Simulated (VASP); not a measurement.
Method: PBEsol GGA, VASP's PBE PAW potentials (set 64) (plane waves; VASP).

The input files of a VASP run:

**INCAR**
```
# general
SYSTEM =ZnS
PREC   =Accurate
ENCUT  =500   # plane-wave cut-off (eV)
LREAL  =.FALSE.   # projection in real space or not
LASPH  =.TRUE.   # aspherical one-centre terms

# electronic loop
EDIFF  =1E-6
NELM   =100   # most electronic steps
ALGO   =Normal   # blocked Davidson
LMAXMIX=4   # l cut-off of mixed one-centre charges

# smearing
ISMEAR =0   # Gaussian
SIGMA  =0.05

# functional
GGA    =PS   # PBEsol

# ions
IBRION =2   # conjugate gradients
NSW    =40   # most ionic steps
ISIF   =3
EDIFFG =-0.02   # ionic stop

# output
LWAVE  =.FALSE.
LCHARG =.FALSE.
```

### POSCAR
```
ZnS
1
    0.0000000000     2.6785445708     2.6785445708
    2.6785445708    -0.0000000000     2.6785445708
    2.6785445708     2.6785445708     0.0000000000
Zn S
1 1
Direct
  0.0000000000   0.0000000000   0.0000000000
  0.2500000000   0.2500000000   0.2500000000
```

KPOINTS:
```
Automatic mesh
0
gamma
 9 9 9
```

POTCAR, in this order: Zn S (PBE.64 set). Program: vasp_std.

The run wrote:

**OUTCAR**
```
 ion  position               nearest neighbor table
   1  0.000  0.000  0.000-   2 2.32   2 2.32   2 2.32   2 2.32
   2  0.250  0.250  0.250-   1 2.32   1 2.32   1 2.32   1 2.32
  LATTYP: Found a face centered cubic cell.
 ALAT       =     5.3570891416
 Subroutine PRICEL returns:
 Original cell was already a primitive cell.
 Subroutine GETGRP returns: Found 24 space group operations
The static configuration has the point symmetry T_d .
The dynamic configuration has the point symmetry T_d .
 Subroutine INISYM returns: Found 24 space group operations
 Subroutine IBZKPT returns following result:
 Found     35 irreducible k-points:

 Following reciprocal coordinates:
            Coordinates               Weight
  0.000000  0.000000  0.000000      1.000000
  0.111111  0.000000  0.000000      8.000000
  0.222222  0.000000  0.000000      8.000000
  0.333333  0.000000  0.000000      8.000000
  0.444444  0.000000  0.000000      8.000000
  0.111111  0.111111  0.000000      6.000000
  0.222222  0.111111  0.000000     24.000000
  0.333333  0.111111  0.000000     24.000000
  0.444444  0.111111  0.000000     24.000000
 -0.444444  0.111111  0.000000     24.000000
 -0.333333  0.111111  0.000000     24.000000
 -0.222222  0.111111  0.000000     24.000000
 -0.111111  0.111111  0.000000     12.000000
  0.222222  0.222222  0.000000      6.000000
  0.333333  0.222222  0.000000     24.000000
  0.444444  0.222222  0.000000     24.000000
 -0.444444  0.222222  0.000000     24.000000
 -0.333333  0.222222  0.000000     24.000000
 -0.222222  0.222222  0.000000     12.000000
  0.333333  0.333333  0.000000      6.000000
  0.444444  0.333333  0.000000     24.000000
 -0.444444  0.333333  0.000000     24.000000
 -0.333333  0.333333  0.000000     12.000000
  0.444444  0.444444  0.000000      6.000000
 -0.444444  0.444444  0.000000     12.000000
  0.333333  0.222222  0.111111     24.000000
  0.444444  0.222222  0.111111     48.000000
 -0.444444  0.222222  0.111111     48.000000
  0.444444  0.333333  0.111111     24.000000
 -0.444444  0.333333  0.111111     48.000000
 -0.333333  0.333333  0.111111     48.000000
 -0.222222  0.333333  0.111111     24.000000
 -0.444444  0.444444  0.111111     24.000000
 -0.333333  0.444444  0.111111     24.000000
 -0.333333  0.444444  0.222222     24.000000
   k-points           NKPTS =     35   k-points in BZ     NKDIM =     35   number of bands    NBANDS=     13
   number of dos      NEDOS =    301   number of ions     NIONS =      2
   total plane-waves  NPLWV =  21952
   dimension x,y,z NGX =    28 NGY =   28 NGZ =   28
   dimension x,y,z NGXF=    56 NGYF=   56 NGZF=   56
   ions per type =               1   1
   PREC   = accura    normal or accurate (medium, high low for compatibility)
   ISTART =      0    job   : 0-new  1-cont  2-samecut
   ICHARG =      2    charge: 1-file 2-atom 10-const
   ISPIN  =      1    spin polarized calculation?
   LNONCOLLINEAR =      F non collinear calculations
   LSORBIT =      F    spin-orbit coupling
   INIWAV =      1    electr: 0-lowe 1-rand  2-diag
   ENCUT  =  500.0 eV  36.75 Ry    6.06 a.u.   6.91  6.91  6.91*2*pi/ulx,y,z
   NELM   =    100;   NELMIN=  2; NELMDL= -5     # of ELM steps
   EDIFF  = 0.1E-05   stopping-criterion for ELM
   LREAL  =      F    real-space projection
   NLSPLINE    = F    spline interpolate recip. space projectors
   LMAXMIX     =    4 max onsite mixed and CHGCAR
   VOSKOWN=      0    Vosko Wilk Nusair interpolation
   EDIFFG = -.2E-01   stopping-criterion for IOM
   NSW    =     40    number of steps for IOM
   NBLOCK =      1;   KBLOCK =     40    inner block; outer block
   IBRION =      2    ionic relax: 0-MD 1-quasi-New 2-CG
...
```

File OSZICAR:
```
       N       E                     dE             d eps       ncg     rms          rms(c)
DAV:   1     0.896066489709E+02    0.89607E+02   -0.91799E+03   910   0.164E+03
DAV:   2    -0.191156895856E+01   -0.91518E+02   -0.87822E+02  1020   0.286E+02
DAV:   3    -0.791678501286E+01   -0.60052E+01   -0.59758E+01  1105   0.733E+01
DAV:   4    -0.799554495675E+01   -0.78760E-01   -0.78731E-01  1080   0.888E+00
DAV:   5    -0.799670020318E+01   -0.11552E-02   -0.11552E-02  1065   0.108E+00    0.724E+00
DAV:   6    -0.760658011132E+01    0.39012E+00   -0.10319E+00  1236   0.403E+01    0.560E+00
DAV:   7    -0.759193930554E+01    0.14641E-01   -0.35380E-01   960   0.623E+00    0.265E+00
DAV:   8    -0.758885741101E+01    0.30819E-02   -0.55606E-03  1075   0.737E-01    0.721E-01
DAV:   9    -0.758861065907E+01    0.24675E-03   -0.85229E-04  1073   0.366E-01    0.117E-01
DAV:  10    -0.758869418976E+01   -0.83531E-04   -0.19163E-04  1069   0.220E-01    0.746E-02
DAV:  11    -0.758869121244E+01    0.29773E-05   -0.59451E-05  1110   0.180E-01    0.914E-03
DAV:  12    -0.758869104742E+01    0.16502E-06   -0.21324E-06   754   0.280E-02
   1 F= -.75886910E+01 E0= -.75886910E+01  d E =-.758869E+01
       N       E                     dE             d eps       ncg     rms          rms(c)
DAV:   1    -0.759108524085E+01   -0.23940E-02   -0.30273E-02  1075   0.421E+00    0.351E-01
DAV:   2    -0.758901899741E+01    0.20662E-02   -0.73464E-03  1090   0.272E+00    0.135E-01
DAV:   3    -0.758877829220E+01    0.24071E-03   -0.28348E-04   960   0.178E-01    0.617E-02
DAV:   4    -0.758871794712E+01    0.60345E-04   -0.33148E-05  1068   0.971E-02    0.285E-02
DAV:   5    -0.758870778456E+01    0.10163E-04   -0.89087E-06  1362   0.629E-02    0.576E-03
DAV:   6    -0.758870763499E+01    0.14957E-06   -0.28141E-06   750   0.211E-02
   2 F= -.75887076E+01 E0= -.75887076E+01  d E =-.165876E-04
```

### OUTCAR
```
------------------------ aborting loop because EDIFF is reached ----------------------------------------
  FORCE on cell =-STRESS in cart. coord.  units (eV):
  Direction    XX          YY          ZZ          XY          YZ          ZX
  --------------------------------------------------------------------------------------
  Total       -0.0214866     -0.0214866     -0.0214866      0.0000000      0.0000000      0.0000000
  in kB       -0.8925285     -0.8925285     -0.8925285      0.0000000      0.0000000      0.0000000
  external PRESSURE =      -0.8925285 kB  Pullay stress =       0.0000000 kB
  volume of cell :       38.57
      direct lattice vectors                 reciprocal lattice vectors
     0.000000000  2.681692250  2.681692250    -0.186449433  0.186449433  0.186449433
     2.681692250  0.000000000  2.681692250     0.186449433 -0.186449433  0.186449433
     2.681692250  2.681692250  0.000000000     0.186449433  0.186449433 -0.186449433
  FREE ENERGIE OF THE ION-ELECTRON SYSTEM (eV)
  ---------------------------------------------------
  free  energy   TOTEN  =        -7.5887076350 eV

  energy  without entropy=       -7.5887076350  energy(sigma->0) =       -7.58870763

 reached required accuracy - stopping structural energy minimisation
```
(Selected blocks of OUTCAR.)

File CONTCAR:
```
ZnS
   1.00000000000000
     0.0000000000000000    2.6816922500399896    2.6816922500399896
     2.6816922500399896    0.0000000000000000    2.6816922500399896
     2.6816922500399896    2.6816922500399896    0.0000000000000000
  Zn              S
     1     1
Direct
     0.0000000000000000    0.0000000000000000    0.0000000000000000
     0.2500000000000000    0.2500000000000000    0.2500000000000000
```

OUTCAR:
```
 val. band max:        2.2271189543   @ k =   0.0000   0.0000   0.0000

 cond. band min:       4.3031550596   @ k =   0.0000   0.0000   0.0000


 Fermi energy:         2.4631780178

 k-point     1 :       0.0000    0.0000    0.0000
  band No.  band energies     occupation
      1     -11.0895      2.00000
      2      -4.2389      2.00000
      3      -4.2389      2.00000
      4      -4.2389      2.00000
      5      -3.7125      2.00000
      6      -3.7125      2.00000
      7       2.2271      2.00000
      8       2.2271      2.00000
      9       2.2271      2.00000
     10       4.3032      0.00000
     11       8.5187      0.00000
     12       8.5187      0.00000
     13       8.5187      0.00000

 k-point     2 :       0.1111    0.0000    0.0000
  band No.  band energies     occupation
      1     -10.9914      2.00000
      2      -4.2416      2.00000
      3      -4.2211      2.00000
      4      -4.2211      2.00000
      5      -3.7142      2.00000
      6      -3.7142      2.00000
      7       1.2572      2.00000
      8       2.1015      2.00000
      9       2.1015      2.00000
     10       5.0268      0.00000
     11       8.4261      0.00000
     12       8.7336      0.00000
     13       8.7336      0.00000

 k-point     3 :       0.2222    0.0000    0.0000
  band No.  band energies     occupation
      1     -10.7259      2.00000
      2      -4.2209      2.00000
      3      -4.1795      2.00000
      4      -4.1795      2.00000
      5      -3.7132      2.00000
      6      -3.7132      2.00000
      7      -0.3138      2.00000
      8       1.8118      2.00000
      9       1.8118      2.00000
     10       5.6262      0.00000
     11       8.8514      0.00000
     12       9.1073      0.00000
     13       9.1073      0.00000

 k-point     4 :       0.3333    0.0000    0.0000
  band No.  band energies     occupation
      1     -10.3868      2.00000
      2      -4.1403      2.00000
      3      -4.1403      2.00000
...
```

The structure was generated: ZnS was put into the zinc blende type (F-43m), which need not be its known phase. This run relaxes it. Symmetry was kept, so distortions that lower it aren't found.
